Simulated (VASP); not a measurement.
**Which native defect does NbAs form most easily?**

Aim: formation energies of the vacancies and antisites of NbAs, in the two limits of its composition. The start is a cell from a database of measured crystal structures.

Calculated with VASP 6.6.1; PBE; plane waves and PAW (Nb_pv, As), in the first sound run; inputs show where later runs differ.

### 1. The host crystal

Symmetry: I4_1md, No. 109, tetragonal system. Conventional cell: a = 3.452 Å, b = 3.452 Å, c = 11.680 Å, α = 90.00°, β = 90.00°, γ = 90.00°. Nb has 6 As at 2.60 to 2.63 Å nearest. Nearest to As lie 6 Nb at 2.60 to 2.63 Å. Farther neighbours are not listed.

### 2. Relaxing the host crystal

The later steps need the crystal at this functional's own lattice; a raised cutoff keeps the stress reliable while the cell changes.

File INCAR:

```
SYSTEM = NbAs
PREC = Accurate
ENCUT = 350
EDIFF = 1E-06
NELM = 120
ISMEAR = 0
SIGMA = 0.05
LREAL = .FALSE.
ALGO = Normal
GGA = PE
NBANDS = 22
LASPH = .TRUE.
LORBIT = 11
LWAVE = .FALSE.
LCHARG = .FALSE.
KPAR = 8
IBRION = 2
NSW = 40
ISIF = 3
EDIFFG = -0.02
POTIM = 0.4
```

File POSCAR:

```
NbAs
1.0
   -1.7258500000      1.7258500000      5.8400000000
    1.7258500000     -1.7258500000      5.8400000000
    1.7258500000      1.7258500000     -5.8400000000
Nb As
2 2
Direct
    0.5000000000      0.0000000000      0.5000000000
    0.7500000000      0.7500000000      0.0000000000
    0.9160000000      0.4160000000      0.5000000000
    0.1660000000      0.1660000000      0.0000000000
```

File KPOINTS:

```
Automatic mesh
0
Gamma
8 8 8
0 0 0
```

Potentials, in the order of the species: Nb_pv and As (PBE family, release 64).

Command:

```
$ mpirun -np 8 vasp_std
```

The log of the run:

```text
[banner, memory and clock lines left out]
running    8 mpi-ranks, on    1 nodes
 distrk:  each k-point on    1 cores,    8 groups
 distr:  one band on    1 cores,    1 groups

 POSCAR found type information on POSCAR NbAs
 POSCAR found :  2 types and       4 ions
|                                                                             |
|           W    W    AA    RRRRR   N    N  II  N    N   GGGG   !!!           |
|           W    W   A  A   R    R  NN   N  II  NN   N  G    G  !!!           |
|           W    W  A    A  R    R  N N  N  II  N N  N  G       !!!           |
|           W WW W  AAAAAA  RRRRR   N  N N  II  N  N N  G  GGG   !            |
|           WW  WW  A    A  R   R   N   NN  II  N   NN  G    G                |
|           W    W  A    A  R    R  N    N  II  N    N   GGGG   !!!           |
|                                                                             |
|     For optimal performance we recommend to set                             |
|       NCORE = 2 up to number-of-cores-per-socket                            |
|     NCORE specifies how many cores store one orbital (NPAR=cpu/NCORE).      |
|     This setting can greatly improve the performance of VASP for DFT.       |
|     The default, NCORE=1 might be grossly inefficient on modern             |
|     multi-core architectures or massively parallel machines. Do your        |
|     Unfortunately you need to use the default for GW and RPA                |
|     calculations (for HF NCORE is supported but not extensively tested      |
|     yet).                                                                   |
|                                                                             |

 LDA part: xc-table for (Slater+PW92), standard interpolation
 POSCAR, INCAR and KPOINTS ok, starting setup
 FFT: planning ... GRIDC
 FFT: planning ... GRID_SOFT
 FFT: planning ... GRID
 WAVECAR not read
 entering main loop
       N       E                     dE             d eps       ncg     rms          rms(c)
DAV:   1     0.252510464188E+03    0.25251E+03   -0.12488E+04  2628   0.110E+03
DAV:   2    -0.156138699845E+02   -0.26812E+03   -0.25570E+03  3054   0.489E+02
DAV:   3    -0.336352516580E+02   -0.18021E+02   -0.16888E+02  4176   0.102E+02
DAV:   4    -0.341367269202E+02   -0.50148E+00   -0.49593E+00  3736   0.168E+01
DAV:   5    -0.341506070651E+02   -0.13880E-01   -0.13862E-01  3820   0.299E+00    0.280E+01
DAV:   6    -0.322587074936E+02    0.18919E+01   -0.74539E+00  4120   0.243E+01    0.952E+00
DAV:   7    -0.321997532857E+02    0.58954E-01   -0.26555E-01  3416   0.379E+00    0.454E+00
DAV:   8    -0.321851203598E+02    0.14633E-01   -0.48971E-02  3608   0.131E+00    0.366E-01
DAV:   9    -0.321843603926E+02    0.75997E-03   -0.47281E-03  3792   0.461E-01    0.171E-01
DAV:  10    -0.321844058801E+02   -0.45487E-04   -0.47360E-04  3942   0.225E-01    0.296E-02
DAV:  11    -0.321843893871E+02    0.16493E-04   -0.31679E-05  3962   0.628E-02    0.209E-02
DAV:  12    -0.321843838973E+02    0.54898E-05   -0.14797E-06  2492   0.108E-02    0.233E-03
DAV:  13    -0.321843842604E+02   -0.36310E-06   -0.17695E-07  2216   0.627E-03
   1 F= -.32184384E+02 E0= -.32183521E+02  d E =-.321844E+02
 curvature:   0.00 expect dE= 0.000E+00 dE for cont linesearch  0.000E+00
 trial: gam= 0.00000 g(F)=  0.146E-01 g(S)=  0.115E+00 ort = 0.000E+00 (trialstep = 0.100E+01)
 search vector abs. value=  0.130E+00
 bond charge predicted
       N       E                     dE             d eps       ncg     rms          rms(c)
DAV:   1    -0.327148170327E+02   -0.53043E+00   -0.15140E+01  2596   0.384E+01    0.749E+00
DAV:   2    -0.322627327621E+02    0.45208E+00   -0.14171E+00  3428   0.126E+01    0.218E+00
DAV:   3    -0.321927915894E+02    0.69941E-01   -0.14603E-01  3758   0.339E+00    0.562E-01
DAV:   4    -0.321825665218E+02    0.10225E-01   -0.32623E-02  3302   0.120E+00    0.338E-01
DAV:   5    -0.321830967689E+02   -0.53025E-03   -0.49081E-03  4218   0.861E-01    0.338E-01
DAV:   6    -0.321827688543E+02    0.32791E-03   -0.21097E-03  4232   0.317E-01    0.122E-01
DAV:   7    -0.321827559440E+02    0.12910E-04   -0.23921E-04  3762   0.136E-01    0.691E-02
DAV:   8    -0.321827588884E+02   -0.29444E-05   -0.16739E-05  4464   0.321E-02    0.284E-02
DAV:   9    -0.321827574755E+02    0.14129E-05   -0.71642E-06  3608   0.259E-02    0.143E-02
DAV:  10    -0.321827581293E+02   -0.65378E-06   -0.41286E-07  1850   0.850E-03
   2 F= -.32182758E+02 E0= -.32181901E+02  d E =0.162613E-02
[...]
3 F= -.32215364E+02 E0= -.32214480E+02  d E =-.309798E-01
[...]
4 F= -.32217295E+02 E0= -.32216441E+02  d E =-.193129E-02
[...]
5 F= -.32217313E+02 E0= -.32216462E+02  d E =-.194851E-02
[...]
6 F= -.32217312E+02 E0= -.32216463E+02  d E =-.194796E-02
 curvature:  -0.55 expect dE=-0.818E-04 dE for cont linesearch -0.575E-06
 ZBRENT: bracketing found
 ZBRENT: accuracy reached
 trial: gam= 0.05599 g(F)=  0.690E-05 g(S)=  0.142E-03 ort =-0.652E-04 (trialstep = 0.920E+00)
 search vector abs. value=  0.154E-03
 bond charge predicted
       N       E                     dE             d eps       ncg     rms          rms(c)
DAV:   1    -0.322175329763E+02   -0.22100E-03   -0.84691E-03  3276   0.821E-01    0.606E-02
DAV:   2    -0.322174569700E+02    0.76006E-04   -0.55688E-04  3092   0.176E-01    0.307E-02
DAV:   3    -0.322174263066E+02    0.30663E-04   -0.62720E-05  3788   0.644E-02    0.844E-03
DAV:   4    -0.322174258050E+02    0.50161E-06   -0.70614E-06  3406   0.209E-02
   7 F= -.32217426E+02 E0= -.32216569E+02  d E =-.113827E-03
 trial-energy change:   -0.000114  1 .order   -0.000113   -0.000134   -0.000092
 step:   2.9711(harm=  2.9711)  dis= 0.00175  next Energy=   -32.217528 (dE=-0.216E-03)
 reached required accuracy - stopping structural energy minimisation
```

Wall time 43 s (8 MPI ranks of Intel Xeon 6975P-C (Granite Rapids), shared host); peak memory 2.5 GiB; 5.6 min of CPU time.

Lines that name or quote the potential files are left out of all logs, and their timing lines are given in words.

From OUTCAR (step 2):

```text
ion  position               nearest neighbor table
   1  0.500  0.000  0.500-   4 2.60   4 2.60   3 2.63   3 2.63   3 2.63   3 2.63   2 3.39   2 3.39
                             2 3.39   2 3.39
   2  0.750  0.750  0.000-   3 2.60   3 2.60   4 2.63   4 2.63   4 2.63   4 2.63   1 3.39   1 3.39
                             1 3.39   1 3.39
   3  0.916  0.416  0.500-   2 2.60   2 2.60   1 2.63   1 2.63   1 2.63   1 2.63
   4  0.166  0.166  0.000-   1 2.60   1 2.60   2 2.63   2 2.63   2 2.63   2 2.63

  LATTYP: Found a body centered tetragonal cell.
 ALAT       =     3.4517000000
 C/A-ratio  =     3.3838398470

 Subroutine GETGRP returns: Found  8 space group operations
 (whereof  4 operations were pure point group operations)

The static configuration has the point symmetry C_2v.
 The point group associated with its full space group is C_4v.

 Found     59 irreducible k-points:

   k-points           NKPTS =     59   k-points in BZ     NKDIM =     59   number of bands    NBANDS=     22

   dimension x,y,z NGX =    40 NGY =   40 NGZ =   40
   dimension x,y,z NGXF=    80 NGYF=   80 NGZF=   80

   ENCUT  =  350.0 eV  25.72 Ry    5.07 a.u.   9.66  9.66  9.66*2*pi/ulx,y,z

   NELECT =      32.0000    total number of electrons

 k-points in reciprocal lattice and weights: Automatic mesh
   0.00000000  0.00000000  0.00000000       0.002
   0.12500000 -0.00000000  0.00000000       0.016
   0.25000000 -0.00000000  0.00000000       0.016
   0.37500000 -0.00000000  0.00000000       0.016
   0.50000000 -0.00000000  0.00000000       0.008
   0.12500000  0.12500000  0.00000000       0.016
   0.25000000  0.12500000  0.00000000       0.031
   0.37500000  0.12500000  0.00000000       0.031
   0.50000000  0.12500000  0.00000000       0.031
[...]
-0.37500000 -0.37500000  0.37500000       0.004
   0.50000000  0.50000000  0.50000000       0.002

 average (electrostatic) potential at core
       1 -34.8786       2 -34.8786       3 -48.4340       4 -48.4340

 E-fermi :   6.1590

 k-point     1 :       0.0000    0.0000    0.0000
  band No.  band energies     occupation
    ...
     12       4.0118      2.00000
     13       4.1682      2.00000
     14       4.5138      2.00000
     15       4.8188      2.00000
     16       4.8188      2.00000
     17       6.8241      0.00000
     18       7.3652      0.00000
     19       8.5259      0.00000
     20       9.0655      0.00000
     21       9.0655      0.00000
    ...

 k-point     2 :       0.1250   -0.0000    0.0000
  band No.  band energies     occupation
    ...
     12       3.8568      2.00000
     13       4.2546      2.00000
     14       4.4719      2.00000
     15       4.7325      2.00000
     16       5.0643      2.00000
     17       6.6337      0.00000
     18       7.1471      0.00000
     19       8.1640      0.00000
     20       8.8565      0.00000
     21       9.2136      0.00000
    ...

 k-point     3 :       0.2500   -0.0000    0.0000
  band No.  band energies     occupation
    ...
     12       3.5232      2.00000
     13       4.3989      2.00000
     14       4.5035      2.00000
     15       4.6280      2.00000
     16       5.6007      2.00000
     17       6.3853      0.00000
     18       7.0939      0.00000
     19       7.5493      0.00000
     20       8.4199      0.00000
     21       8.9007      0.00000
    ...

  Total        0.0336725      0.0336725     -0.0708775      0.0000000      0.0000000      0.0000000
  in kB        0.7554218      0.7554218     -1.5900931      0.0000000      0.0000000      0.0000000
  external PRESSURE =      -0.0264165 kB  Pullay stress =       0.0000000 kB

  energy-cutoff  :      350.00
  volume of cell :       71.42
      direct lattice vectors                 reciprocal lattice vectors
    -1.739733937  1.739733937  5.898898619     0.000000000  0.287400268  0.084761586
     1.739733937 -1.739733937  5.898898619     0.287400268  0.000000000  0.084761586
     1.739733937  1.739733937 -5.898898619     0.287400268  0.287400268  0.000000000

 POSITION                                       TOTAL-FORCE (eV/Angst)
 -----------------------------------------------------------------------------------
      1.73973      0.00000      5.88645         0.000000      0.000000     -0.003824
      0.00000      0.00000      8.83590         0.000000      0.000000     -0.003824
     -0.00000      1.73973      4.92033        -0.000000      0.000000      0.003824
      0.00000      0.00000      1.97088         0.000000     -0.000000      0.003824
 -----------------------------------------------------------------------------------
    total drift:                               -0.000000     -0.000000      0.000111

  FREE ENERGIE OF THE ION-ELECTRON SYSTEM (eV)
  ---------------------------------------------------
  free  energy   TOTEN  =       -32.2174258050 eV

  energy  without entropy=      -32.2157119966  energy(sigma->0) =      -32.21656890

 reached required accuracy - stopping structural energy minimisation

 total charge
# of ion       s       p       d       tot
------------------------------------------
    1        0.300   6.314   3.045   9.658
    2        0.300   6.314   3.045   9.658
    3        1.199   1.624   0.071   2.894
    4        1.199   1.624   0.071   2.894
--------------------------------------------------
tot          2.998  15.875   6.231  25.105

[... 3 further parts left out ...]
```

The run keeps the 8 symmetry operations of its start, so it cannot find a distortion of lower symmetry.

Relaxation path:

```csv
step,energy less that of the first step (eV),largest force (eV/Å),pressure (GPa),volume (Å³)
1,0.0000,0.3074,4.59,69.58
2,0.0016,0.0012,-4.76,73.67
3,-0.0310,0.1422,-0.29,71.55
4,-0.0329,0.0216,-0.02,71.43
5,-0.0329,0.0096,-0.01,71.42
6,-0.0329,0.0067,0.00,71.42
7,-0.0330,0.0038,0.00,71.42
```

```
conventional cell, symmetrised  before   after  change
                         a (Å)   3.452   3.479  +0.8 %
                         b (Å)   3.452   3.479  +0.8 %
                         c (Å)  11.680  11.798  +1.0 %
              volume (Å³/atom)   17.39   17.85  +2.6 %
```

The atoms that moved most (Å, as changes of fractional coordinates times the final cell):

```csv
atom,dx,dy,dz,length
As3,0.000,0.000,0.012,0.012
Nb1,0.000,0.000,-0.012,0.012
Nb2,0.000,0.000,-0.012,0.012
As4,0.000,0.000,0.012,0.012
```

The relaxed structure:

```cif
data_structure
_symmetry_space_group_name_H-M 'P 1'
_symmetry_Int_Tables_number 1
_cell_length_a 6.3914
_cell_length_b 6.3914
_cell_length_c 6.3914
_cell_angle_alpha 148.410
_cell_angle_beta 148.410
_cell_angle_gamma 45.281
_cell_volume 71.42
loop_
_atom_site_label
_atom_site_type_symbol
_atom_site_fract_x
_atom_site_fract_y
_atom_site_fract_z
_atom_site_occupancy
Nb1 Nb 0.49895 0.99895 0.50000 1
Nb2 Nb 0.74895 0.74895 0.00000 1
As3 As 0.91705 0.41705 0.50000 1
As4 As 0.16705 0.16705 0.00000 1
```

This step gave:

- electronic cycles: 50
- electrons: 32
- free energy (TOTEN): -32.22 eV
- energy at zero smearing: -32.22 eV
- Fermi energy: 6.159 eV
- labelled metallic, from the levels on this mesh: yes

The run ended after 7 ionic steps, 0.033 eV below its first step, once forces and stress met EDIFFG = -0.02.

[end of part 1 of 5]

[Lines on the potential files, build, host, timing and source positions are cut from VASP's logs without a mark.]

[Logs are printed without paths, hosts, clocks, repeated set-up lines and the standing remarks that a program may print on its own settings, such as how far it seeks lower states.]

[Hosts, paths, dates, database ids (printed as entryN), source tags and the programs' standing remarks are cut or masked in the printed files.]

[In band tables of VASP the shares of atoms and orbitals are scaled to a sum of 1 inside the atoms' spheres.]

[Runs that stopped without an error message from VASP are left out.]
